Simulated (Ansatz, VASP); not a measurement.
# Cross-check of AgPb3S3Br between VASP and Ansatz, part 2 of 2

One calculation is typed for both programs; each brings its own data sets. How far apart do they land? The cell is generated by rule, not measured, and may not be a known phase. The cell is taken from a series of runs on this material, whose earlier steps may have relaxed, scaled, displaced or heated it; both programs get it as it stands.

VASP 6.6.1 and Ansatz 0.2.0.

So far: Set-up; VASP: relaxation of cell and atoms, PBEsol, pair 1.

The structure was built from a prototype and need not be the compound's stable phase.

### Step 3. Ansatz: relaxation of cell and atoms, PBEsol, pair 1

Level of this step: Ansatz beside VASP: Kohn-Sham DFT, plane waves, PBEsol (Ansatz).

Ansatz runs on its default PAW (the set named soft_2) files.

The same cell, functional, mesh and smearing now go to Ansatz, which takes its cutoff from its data sets.

Input file input.yaml:

```yaml
crystal:
  lattice:
    - [2.9387984406, 2.9387984406, 0.0]
    - [-2.9387984406, 2.9387984406, 0.0]
    - [0.0, 0.0, 11.6179610849]
  atoms:
    - { symbol: Ag, position: [0.5, 0.5, 0.75] }
    - { symbol: Br, position: [0.0, 0.0, 0.75] }
    - { symbol: Pb, position: [0.0, 0.0, 0.0036972839] }
    - { symbol: Pb, position: [0.5, 0.5, 0.25] }
    - { symbol: Pb, position: [0.0, 0.0, 0.4963027161] }
    - { symbol: S, position: [0.5, 0.5, -0.0141854873] }
    - { symbol: S, position: [0.0, 0.0, 0.25] }
    - { symbol: S, position: [0.5, 0.5, 0.5141854873] }
kpoints:
  mp_grid: { grid: [8, 8, 4] }
hamiltonian:
  xc: pbesol
scf:
  occupations: { method: gaussian, width: 0.1 }
output:
  forces: true
  stress: true
  eigenvalues: true
relax:
  adjacent_minimum: "off"
  f_tol: 0.001
  max_steps: 60
  cell: { stress_tol: 0.01 }
```

Command:

```console
ansatz run input.yaml --threads 8 --pin off --max-ram 14336MiB --backend cpu --events-out ev --progress --plain --runs-dir out
```

Numbers of over 12 decimals in the logs are rounded to 6 here.

Log:

```text
Engine: ansatz 0.2.0, aarch64-unknown-linux-gnu
Pseudopotentials: kind: paw
Pseudopotential: Ag, paw, valence charge 19, recommended cutoff 420 eV (normal), Ag.paw.azcp
Pseudopotential: Br, paw, valence charge 7, recommended cutoff 420 eV (normal), Br.paw.azcp
Pseudopotential: Pb, paw, valence charge 14, recommended cutoff 420 eV (normal), Pb.paw.azcp
Pseudopotential: S, paw, valence charge 6, recommended cutoff 420 eV (normal), S.paw.azcp
Functional definition: PBEsol
  exchange = pbesol_x
  correlation = pbesol_c
Crystal: 8 atoms, lattice volume = 200.678 Å³
Basis set: ecut = 420 eV, 3919 PW (Γ), exchange–correlation on 60×60×160 points (8 copies of the dense FFT grid, shifted against one another)
Bands: 52, of which v1, the nominal top of the filled ones, is band 43 counted from 1 (42 counted from 0)
Symmetry: 16 space group operations
Space group: P4/mmm (ITA 123), of the structure as read, at distance tolerance 5.9e-5 Å
k-points: 45 of 256
Non-local potential: Ag, projectors of the file, l = 0: 3, l = 1: 2, l = 2: 2, l = 3: 1
Non-local potential: Br, projectors of the file, l = 0: 2, l = 1: 2, l = 2: 2
Non-local potential: Pb, projectors of the file, l = 0: 2, l = 1: 2, l = 2: 2, l = 3: 2
Non-local potential: S, projectors of the file, l = 0: 2, l = 1: 2, l = 2: 2
PAW form: soft (Blöchl's): semilocal exchange-correlation on the pseudo side does not see the compensation charge
PAW frozen core: Ag, regenerated for the run's functional, and the local potential with it (the file was generated under x = pbe(κ = 0.804, μ = 0.219515), c = pbe(β = 0.066725))
PAW frozen core: Br, regenerated for the run's functional, and the local potential with it (the file was generated under x = pbe(κ = 0.804, μ = 0.219515), c = pbe(β = 0.066725))
PAW frozen core: Pb, regenerated for the run's functional, and the local potential with it (the file was generated under x = pbe(κ = 0.804, μ = 0.219515), c = pbe(β = 0.066725))
PAW frozen core: S, regenerated for the run's functional, and the local potential with it (the file was generated under x = pbe(κ = 0.804, μ = 0.219515), c = pbe(β = 0.066725))
PAW one-centre angular grid: Ag, 590 points (default); XC on 64 Gauss nodes
PAW one-centre angular grid: Br, 110 points (default); XC on 64 Gauss nodes
PAW one-centre angular grid: Pb, 590 points (default); XC on 64 Gauss nodes
PAW one-centre angular grid: S, 110 points (default); XC on 64 Gauss nodes
Initial density: superposition of atomic densities (neutral atoms: chi_scale 0, normalization atom), corrected by the library's trained network
Initial wavefunctions: pseudopotential atomic-orbital guess
Functional: x = pbesol(κ = 0.804, μ = 0.123457), c = pbesol(β = 0.046)
SCF iter   1: F=—  HF=-48181.884991 eV  |F-HF|=—  |Δ(HF+E_count)|=         —  Δρ=4.73e-3  dr2=8.14e-2  ethr=1.77e-3  ⟨swp⟩=8.8  Hψ=10291  notcnv=0  defer=1
preconditioner: auto → Kerker (q_TF=auto, 2.369 Å⁻¹)  [metal: Δε(μ)=0.011 eV  Ē_g=12.793 eV  σ=0.100 eV  W_gap=0.06  n_scr=48 (ndim 8)  ℏωp=23.2 eV  f_vac=0.003  D(μ)=0.18/eV (n_scr^D=0)]
SCF iter   2: F=—  HF=-48181.870761 eV  |F-HF|=—  |Δ(HF+E_count)|=   1.42e-2  Δρ=1.99e-3  dr2=1.86e-2  ethr=9.47e-5  ⟨swp⟩=2.2  Hψ=3591  notcnv=0  defer=1
SCF iter   3: F=—  HF=-48181.866727 eV  |F-HF|=—  |Δ(HF+E_count)|=   4.03e-3  Δρ=5.97e-4  dr2=3.66e-3  ethr=2.16e-5  ⟨swp⟩=2.0  Hψ=3002  notcnv=0  defer=1
SCF iter   4: F=—  HF=-48181.866271 eV  |F-HF|=—  |Δ(HF+E_count)|=   4.56e-4  Δρ=2.92e-4  dr2=1.37e-3  ethr=4.26e-6  ⟨swp⟩=1.4  Hψ=2280  notcnv=0  defer=1
SCF iter   5: F=—  HF=-48181.866051 eV  |F-HF|=—  |Δ(HF+E_count)|=   2.20e-4  Δρ=1.48e-4  dr2=2.78e-4  ethr=1.59e-6  ⟨swp⟩=2.0  Hψ=2965  notcnv=0  defer=1
SCF iter   6: F=—  HF=-48181.866009 eV  |F-HF|=—  |Δ(HF+E_count)|=   4.24e-5  Δρ=5.59e-5  dr2=6.17e-5  ethr=3.24e-7  ⟨swp⟩=2.0  Hψ=3031  notcnv=0  defer=1
SCF iter   7: F=—  HF=-48181.866136 eV  |F-HF|=—  |Δ(HF+E_count)|=   1.27e-4  Δρ=2.62e-5  dr2=1.09e-5  ethr=7.17e-8  ⟨swp⟩=2.0  Hψ=2671  notcnv=0  defer=1
SCF iter   8: F=—  HF=-48181.866135 eV  |F-HF|=—  |Δ(HF+E_count)|=   4.25e-7  Δρ=1.12e-5  dr2=1.78e-6  ethr=1.27e-8  ⟨swp⟩=2.0  Hψ=2875  notcnv=0  defer=1
SCF iter   9: F=—  HF=-48181.866135 eV  |F-HF|=—  |Δ(HF+E_count)|=   3.12e-7  Δρ=5.58e-6  dr2=1.58e-7  ethr=2.07e-9  ⟨swp⟩=2.1  Hψ=3172  notcnv=0  defer=1
SCF iter  10: F=-48181.866135 eV  HF=-48181.866135 eV  |F-HF|=1.39e-8  |Δ(HF+E_count)|=   1.61e-8  Δρ=2.13e-6  dr2=2.78e-8  ethr=1.16e-10  ⟨swp⟩=10.4  Hψ=10151  notcnv=0
SCF 1 converged in 10 iterations: F = -48181.866135 eV  dr2 = 2.78e-8
  greatest PAW one-centre occupation: 1.001 electrons in one spin orbital (limit 2), on the Ag atom at site 0 (counted from 0), in its partial waves of l = 0
relax step   1: F+E_penalty+E_count = -48181.86613494 eV  Δ(F+E_penalty+E_count) = +0.000e0 eV  max|allowed force component| = 6.580e-4 eV/Å  Δτ_max = 0.0000 Å  P = +0.001 GPa  Ω = 200.678 Å³  (10 SCF iters, dr2 threshold 1.00e-7 eV, accepted)
Initial density: handed on by an earlier stage of this run
Initial wavefunctions: pseudopotential atomic-orbital guess (no wavefunctions were taken with the density)
iter 1 solved again at ethr=2.79e-7 eV; its pass at ethr=3.10e-3 eV (dr2=2.40e-4 eV) is discarded
SCF iter   1: F=—  HF=-48181.865997 eV  |F-HF|=—  |Δ(HF+E_count)|=         —  Δρ=2.32e-6  dr2=2.83e-8  ethr=2.79e-7  ⟨swp⟩=4.0  Hψ=16444  notcnv=0
eigensolver tolerance schedule: the retry pair's looser diagonalisation over-reported the residual by 8478.21 of it (diagonalisation noise at 3.22 of the residual, at the tolerance the schedule requests for it); recorded, not acted on — ethr = c·dr2/N_el stays at c = 1.0e-1
preconditioner: auto → Kerker (q_TF=auto, 2.369 Å⁻¹)  [metal: Δε(μ)=0.028 eV  Ē_g=12.822 eV  σ=0.100 eV  W_gap=0.16  n_scr=48 (ndim 8)  ℏωp=23.2 eV  f_vac=0.001  D(μ)=0.18/eV (n_scr^D=0)]
SCF iter   2: F=—  HF=-48181.866135 eV  |F-HF|=—  |Δ(HF+E_count)|=   1.38e-4  Δρ=1.50e-6  dr2=1.59e-8  ethr=3.29e-11  ⟨swp⟩=3.9  Hψ=6611  notcnv=0
SCF iter   3: F=—  HF=-48181.866135 eV  |F-HF|=—  |Δ(HF+E_count)|=   1.02e-9  Δρ=8.29e-7  dr2=6.61e-9  ethr=1.85e-11  ⟨swp⟩=1.6  Hψ=2482  notcnv=0
SCF iter   4: F=—  HF=-48181.866135 eV  |F-HF|=—  |Δ(HF+E_count)|=  5.60e-10  Δρ=6.35e-7  dr2=1.59e-9  ethr=7.68e-12  ⟨swp⟩=2.1  Hψ=2970  notcnv=0
SCF iter   5: F=—  HF=-48181.866135 eV  |F-HF|=—  |Δ(HF+E_count)|=  2.76e-10  Δρ=2.98e-7  dr2=3.03e-10  ethr=1.85e-12  ⟨swp⟩=2.3  Hψ=3219  notcnv=0
SCF iter   6: F=—  HF=-48181.866135 eV  |F-HF|=—  |Δ(HF+E_count)|=  1.46e-11  Δρ=9.16e-8  dr2=6.46e-11  ethr=1.00e-12  ⟨swp⟩=1.0  Hψ=2340  notcnv=0
SCF iter   7: F=—  HF=-48181.866135 eV  |F-HF|=—  |Δ(HF+E_count)|=  1.46e-11  Δρ=8.79e-8  dr2=2.02e-11  ethr=1.00e-12  ⟨swp⟩=1.0  Hψ=2340  notcnv=0
SCF iter   8: F=—  HF=-48181.866135 eV  |F-HF|=—  |Δ(HF+E_count)|=  1.46e-11  Δρ=2.40e-8  dr2=4.81e-12  ethr=1.00e-12  ⟨swp⟩=1.0  Hψ=2340  notcnv=0
SCF iter   9: F=-48181.866135 eV  HF=-48181.866135 eV  |F-HF|=1.46e-11  |Δ(HF+E_count)|=  1.46e-11  Δρ=1.15e-8  dr2=8.39e-13  ethr=1.00e-12  ⟨swp⟩=6.2  Hψ=9491  notcnv=0
SCF 2 converged in 9 iterations: F = -48181.866135 eV  dr2 = 8.39e-13
relax step   2: F+E_penalty+E_count = -48181.86613495 eV  Δ(F+E_penalty+E_count) = -1.450e-8 eV  max|allowed force component| = 6.759e-4 eV/Å  Δτ_max = 0.0000 Å  P = +0.001 GPa  Ω = 200.678 Å³  stress off target by 1.77e-3 GPa  SCF on the basis re-selected at this cell (its energy is not comparable with the rows above)  (9 SCF iters)
basis re-selected at this cell: Δ(F+E_penalty+E_count) = -1.450e-8 eV, ΔP = +0.000 GPa vs the last step (what re-selecting the basis moved, of the pressure what is left beyond the Pulay correction that the steps carried, after the strain that the cell walked since its last selection, with what the two solves' SCF thresholds leave and, on support functions, any second-order correction that the steps lacked; it is no m [...]
SCF converged after 9 iterations
Free energy (F): -48181.866135 eV
Harris-Foulkes:  -48181.866135 eV  (|F-HF|=1.46e-11)
Internal energy: -48181.865253 eV  (E = F + TS)
E sigma→0 (E₀):  -48181.865694 eV
Entropy (-TS):   -0.000882 eV (-0.110 meV/atom)
Fermi energy:    8.936877 eV
--- Per-component energies (eV) ---
  E_band       = -523.691616
  E_kinetic    = 1841.969575
  E_local      = -7313.466835  (includes V_loc(G=0)·N_el)
  E_nonlocal   = 1299.019244
  E_hartree    = 3041.144687
  E_xc         = -1390.314072
  E_vxc        = -997.507215  (∫ρ·V_xc dr)
  E_paw        = -38552.723176  (= ΣΔE_a)
  E_vpaw       = -1435.996258  (= ΣTr[D̂ρ^β])
  E_aug_tail   = 0.000442  (compensation charges beyond the density's cutoff)
  E_ewald      = -7108.282326
  E_core_change = 0.787207  (= ΣΔE_core)
  E_smearing   = -0.000882  (= −TS)
  E_closure    = -0.000000  (closes the sum)
  Σ components = -48181.866135   (vs F -48181.866135, Δ=0.00e0)
--- Forces (eV/Å), atoms counted from 1 ---
  atom   1  Ag    -0.00000000     0.00000000     0.00000000
  atom   2  Br    -0.00000000     0.00000000     0.00000000
  atom   3  Pb     0.00000000     0.00000000    -0.00036466
  atom   4  Pb    -0.00000000    -0.00000000     0.00000000
  atom   5  Pb     0.00000000     0.00000000     0.00036466
  atom   6  S      0.00000000    -0.00000000    -0.00067587
  atom   7  S      0.00000000    -0.00000000     0.00000000
  atom   8  S      0.00000000    -0.00000000     0.00067587
  max |Σ_I F_I| component: 4.07e-19 eV/Å
--- Stress (GPa, compression-positive) ---
        0.000240       0.000000       0.000000
        0.000000       0.000240       0.000000
        0.000000       0.000000       0.001770
  P = ⅓ Tr σ = 0.0008 GPa (0.008 kbar)
--- Band table (eV; the first three rows and the last of 45) ---
  k-point 0: bands = [... 39 lower, 6.3866, 6.3866, 6.5047, 6.7344, 10.0510, 11.4433, 11.5737, 12.4390, ... 5 higher]
  k-point 1: bands = [... 39 lower, 6.4127, 6.4127, 6.6386, 6.9281, 10.0362, 11.1540, 12.4467, 12.4624, ... 5 higher]
  k-point 2: bands = [... 39 lower, 6.4335, 6.4335, 6.7073, 7.1676, 9.6905, 12.1725, 12.3379, 12.4549, ... 5 higher]
  k-point 44: bands = [... 39 lower, 5.6251, 5.8967, 6.4214, 6.8091, 9.9645, 12.2706, 12.2706, 12.5305, ... 5 higher]
--- Relaxed structure (1 steps of the walk, 1 accepted, 1 SCFs on fresh bases) ---
  F+E_penalty+E_count = -48181.86613495 eV   max|allowed force component| = 6.759e-4 eV/Å   (the final SCF, on the basis selected at the relaxed cell)
  cell:  # Å, volume = 200.6779 Å³
    - [2.9387984406, 2.9387984406, 0.0]
    - [-2.9387984406, 2.9387984406, 0.0]
    - [0.0, 0.0, 11.6179610849]
  atoms:
    - { symbol: Ag, position: [0.5, 0.5, 0.75] }
    - { symbol: Br, position: [0.0, 0.0, 0.75] }
    - { symbol: Pb, position: [0.0, 0.0, 0.0036972839] }
    - { symbol: Pb, position: [0.5, 0.5, 0.25] }
    - { symbol: Pb, position: [0.0, 0.0, 0.496303] }
    - { symbol: S, position: [0.5, 0.5, -0.0141854873] }
    - { symbol: S, position: [0.0, 0.0, 0.25] }
    - { symbol: S, position: [0.5, 0.5, 0.5141854873] }
```

### Step 4. Differences

Known differences besides the potentials themselves: the data sets hold 86 valence electrons in Ansatz (on its default PAW (the set named soft_2) files) and 78 in VASP; the cutoff is 420 eV in Ansatz and 500 eV in VASP; Ansatz makes its cores anew for this functional, VASP keeps those of its PBE data sets; Ansatz adds a Pulay correction to the stress that steers its cell, VASP none. Total energies have different zeros and are not compared.

The two programs side by side:

```tsv
quantity	Ansatz	VASP	difference
volume (Å³)	200.68	200.52	+0.08 %
edge a after relaxation, in the typed setting (Å)	4.156	4.155	+0.03 %
edge c after relaxation, in the typed setting (Å)	11.618	11.615	+0.03 %
```

### Step 5. VASP: relaxation of cell and atoms, PBEsol, pair 2

The relaxed volume is the usual yardstick between codes: in a stiff, nearly cubic crystal its relative difference is about their pressure difference at one cell divided by the bulk modulus.

Input file INCAR:

```
SYSTEM = AgPb3S3Br
PREC = Accurate
ENCUT = 500
EDIFF = 1E-07
NELM = 120
ISMEAR = 0
SIGMA = 0.1
LREAL = .FALSE.
ALGO = Normal
GGA = PS
NBANDS = 48
LASPH = .TRUE.
LORBIT = 11
LWAVE = .FALSE.
LCHARG = .FALSE.
ISIF = 3
IBRION = 2
NSW = 80
EDIFFG = -0.005
GGA_COMPAT = .FALSE.
NELMIN = 4
KPAR = 2
```

Input file POSCAR:

```
AgPb3S3Br
1.0
    2.9395070000      2.9395070000      0.0000000000
   -2.9395070000      2.9395070000      0.0000000000
    0.0000000000      0.0000000000     11.6169380000
Ag Br Pb S
1 1 3 3
Direct
    0.5000000000      0.5000000000      0.7499999570
    0.0000000000      0.0000000000      0.7499999570
    0.0000000000      0.0000000000      0.0036354675
    0.5000000000      0.5000000000      0.2499999570
    0.0000000000      0.0000000000      0.4963645325
    0.5000000000      0.5000000000      0.9858915490
    0.0000000000      0.0000000000      0.2499999570
    0.5000000000      0.5000000000      0.5141084510
```

Input file KPOINTS:

```
Automatic mesh
0
Gamma
8 8 4
0 0 0
```

The projector-augmented-wave data sets are Ag, Br, Pb_d and S (PBE family, release 64).

Command:

```console
mpirun -np 2 vasp_std
```

Log:

```text
[banner, memory and clock lines left out]
running    2 mpi-ranks, on    1 nodes
[...]
[... a notice as in an earlier step ...]

 LDA part: xc-table for (Slater+PW92), standard interpolation
 POSCAR, INCAR and KPOINTS ok, starting setup
[...]
entering main loop
       N       E                     dE             d eps       ncg     rms          rms(c)
DAV:   1     0.848612559725E+03    0.84861E+03   -0.34539E+04  4320   0.166E+03
DAV:   2     0.843245300735E+02   -0.76429E+03   -0.73699E+03  4376   0.456E+02
DAV:   3    -0.286621474665E+02   -0.11299E+03   -0.10857E+03  5808   0.193E+02
DAV:   4    -0.350175968224E+02   -0.63554E+01   -0.62855E+01  5248   0.454E+01
[...]
DAV:  14    -0.339074282542E+02    0.74395E-06   -0.31625E-06  5696   0.103E-02    0.340E-03
DAV:  15    -0.339074283438E+02   -0.89598E-07   -0.11783E-06  5320   0.374E-03    0.183E-03
DAV:  16    -0.339074283726E+02   -0.28830E-07   -0.56702E-08  3152   0.167E-03
   1 F= -.33907428E+02 E0= -.33906996E+02  d E =-.339074E+02
[... from here on, the cycles between the ionic steps are left out ...]
   2 F= -.33907472E+02 E0= -.33907034E+02  d E =-.432118E-04
   3 F= -.33907472E+02 E0= -.33907035E+02  d E =-.441272E-04
   4 F= -.33907478E+02 E0= -.33907041E+02  d E =-.588390E-05
 trial-energy change:   -0.000006  1 .order   -0.000006   -0.000008   -0.000004
 step:   2.2860(harm=  2.2860)  dis= 0.00066  next Energy=   -33.907481 (dE=-0.882E-05)
 reached required accuracy - stopping structural energy minimisation
```

From OUTCAR (step 5):

```text
  Total        0.0030287      0.0030287      0.0067261      0.0000000      0.0000000      0.0000000
  in kB        0.0241970      0.0241970      0.0537362      0.0000000      0.0000000      0.0000000
  external PRESSURE =       0.0340434 kB  Pullay stress =       0.0000000 kB

 POSITION                                       TOTAL-FORCE (eV/Angst)
 -----------------------------------------------------------------------------------
     -0.00000      2.93814      8.71153         0.000000      0.000000      0.000000
     -0.00000      5.87627      8.71153        -0.000000     -0.000000      0.000000
     -0.00000      5.87627      0.04280        -0.000000      0.000000      0.002867
     -0.00000      2.93814      2.90384        -0.000000     -0.000000      0.000000
     -0.00000      0.00000      5.76488         0.000000     -0.000000     -0.002867
     -0.00000      2.93814     11.45096         0.000000     -0.000000     -0.004078
     -0.00000      5.87627      2.90384        -0.000000     -0.000000      0.000000
     -0.00000      2.93814      5.97210        -0.000000      0.000000      0.004078
 -----------------------------------------------------------------------------------
    total drift:                               -0.000000      0.000000     -0.001307

  FREE ENERGIE OF THE ION-ELECTRON SYSTEM (eV)
  ---------------------------------------------------
  free  energy   TOTEN  =       -33.9074783837 eV

  energy  without entropy=      -33.9066031130  energy(sigma->0) =      -33.90704075

[... 2 parts as in an earlier step ...]

[... 2 further parts left out ...]
[key lines of the parts left out:]
E-fermi :   5.8182
```

### Step 6. Ansatz: relaxation of cell and atoms, PBEsol, pair 2

The same cell, functional, mesh and smearing now go to Ansatz, which takes its cutoff from its data sets.

The cell is taken from a series of runs on this material, whose earlier steps may have relaxed, scaled, displaced or heated it; both programs get it as it stands.

Input file input.yaml:

```yaml
crystal:
  lattice:
    - [2.9395073903, 2.9395073903, 0.0]
    - [-2.9395073903, 2.9395073903, 0.0]
    - [0.0, 0.0, 11.6169375529]
  atoms:
    - { symbol: Ag, position: [0.5, 0.5, 0.75] }
    - { symbol: Br, position: [0.0, 0.0, 0.75] }
    - { symbol: Pb, position: [0.0, 0.0, 0.0036354882] }
    - { symbol: Pb, position: [0.5, 0.5, 0.25] }
    - { symbol: Pb, position: [0.0, 0.0, 0.4963645118] }
    - { symbol: S, position: [0.5, 0.5, -0.0141084336] }
    - { symbol: S, position: [0.0, 0.0, 0.25] }
    - { symbol: S, position: [0.5, 0.5, 0.5141084336] }
kpoints:
  mp_grid: { grid: [8, 8, 4] }
hamiltonian:
  xc: pbesol
scf:
  occupations: { method: gaussian, width: 0.1 }
output:
  forces: true
  stress: true
  eigenvalues: true
  write_density: true
  write_potential: true
  elf: true
  volumetric_format: npy
relax:
  adjacent_minimum: "off"
  f_tol: 0.005
  max_steps: 80
  cell: { stress_tol: 0.05 }
```

Command:

```console
ansatz run input.yaml --threads 8 --pin off --max-ram 14336MiB --backend cpu --events-out ev --progress --plain --runs-dir out
```

Log:

```text
[...]
Crystal: 8 atoms, lattice volume = 200.757 Å³
Basis set: ecut = 420 eV, 3919 PW (Γ), exchange–correlation on 60×60×160 points (8 copies of the dense FFT grid, shifted against one another)
Bands: 52, of which v1, the nominal top of the filled ones, is band 43 counted from 1 (42 counted from 0)
Symmetry: 16 space group operations
[...]
k-points: 45 of 256
[...]
- [2.938798, 2.938798, 0.0]
    - [-2.938798, 2.938798, 0.0]
    - [0.0, 0.0, 11.617961]
  atoms:
    - { symbol: Ag, position: [0.5, 0.5, 0.750000] }
    - { symbol: Br, position: [0, 0, 0.750000] }
    - { symbol: Pb, position: [0, 0, 0.00369728] }
    - { symbol: Pb, position: [0.5, 0.5, 0.25] }
    - { symbol: Pb, position: [0, 0, 0.496303] }
    - { symbol: S, position: [0.5, 0.5, -0.014185] }
    - { symbol: S, position: [0, 0, 0.25] }
    - { symbol: S, position: [0.5, 0.5, 0.514185] }
[key lines of the parts left out:]
SCF converged after 5 iterations
Free energy (F): -48181.866135 eV
Fermi energy:    8.936876 eV
P = ⅓ Tr σ = 0.0008 GPa (0.008 kbar)
```

### Step 7. Comparison

What differs besides the data sets and the points named for the pairs above, as far as they apply: the data sets hold 86 valence electrons in Ansatz (on its default PAW (the set named soft_2) files) and 78 in VASP. Total energies have different zeros and are not compared.

Compared:

```tsv
quantity	Ansatz	VASP	difference
volume (Å³)	200.68	200.54	+0.07 %
edge a after relaxation, in the typed setting (Å)	4.156	4.155	+0.02 %
edge c after relaxation, in the typed setting (Å)	11.618	11.615	+0.02 %
```

### Step 8. Summary of results

| Quantity | Value |
| --- | --- |
| difference in volume (relaxation of cell and atoms, PBEsol, pair 1) | 0.080 % |
| difference in volume (relaxation of cell and atoms, PBEsol, pair 2) | 0.067 % |

The difference in volume is 0.080 % (relaxation of cell and atoms, PBEsol, pair 1), within the 1.2 % picked in this series as the mark of a large difference, as far as the stopping tolerances let one tell. The data sets hold unlike numbers of valence electrons (86 in Ansatz and 78 in VASP), so part of the differences comes from the potentials. 1 further run of this series is not shown here. How closely two codes agree says nothing of how well the functional describes the real material.

[Lines on the potential files, build, host, timing and source positions are cut from VASP's logs without a mark.]

[Logs are printed without paths, hosts, clocks, repeated set-up lines and the standing remarks that a program may print on its own settings, such as how far it seeks lower states.]

[Hosts, paths, dates, database ids (printed as entryN), source tags and the programs' standing remarks are cut or masked in the printed files.]
